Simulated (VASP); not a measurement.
The system is Ba2Re.

```
Ba Re
1.0
     5.34370    0.00000    0.00000
    -2.67185    4.62778    0.00000
     0.00000    0.00000    3.52730
Ba Re
2 1
Direct
  0.66667 0.33333 0.73854
  0.33333 0.66667 0.26146
  0.00000 0.00000 0.00000
```

The cell was built by a generator and needn't be a form met in nature.

* Program: VASP 6.6.1
* Task: single point
* Functional: PBE
* Potentials or basis: VASP PAW PBE potentials, release 64 (Ba_sv, Re)
* Cutoff: 520 eV
* k mesh: 6 × 6 × 8
* Occupations: fermi-dirac, width 0.05 eV
* Spin: no spin polarisation

On this cell: pressure 1.8 GPa; largest force 0.050 eV/Å; band gap on the k mesh none (metal or under the smearing width).

The same run follows on a disturbed copy (atoms moved at random, drawn with an rms of 0.05 Å):

```
Ba Re
1.0
     5.34370    0.00000    0.00000
    -2.67185    4.62778    0.00000
     0.00000    0.00000    3.52730
Ba Re
2 1
Cartesian
  2.7139 1.5455 2.6355
  -0.0412 3.1135 0.9613
  0.0310 -0.0483 0.0043
```

Question: What does the disturbed cell give?

Answer: The energy (extrapolated to zero smearing) moves by +5.9 meV/atom; pressure 1.9 GPa; largest force 0.350 eV/Å; band gap on the k mesh none (metal or under the smearing width).

Forces on the atoms (eV/Å):
```
Ba  -0.226 -0.003 -0.041
Ba   0.314 -0.148  0.043
Re  -0.088  0.151 -0.002
```

Stress tensor (GPa, compression positive):
```
1.90 0.60 0.05
0.60 2.27 0.01
0.05 0.01 1.43
```
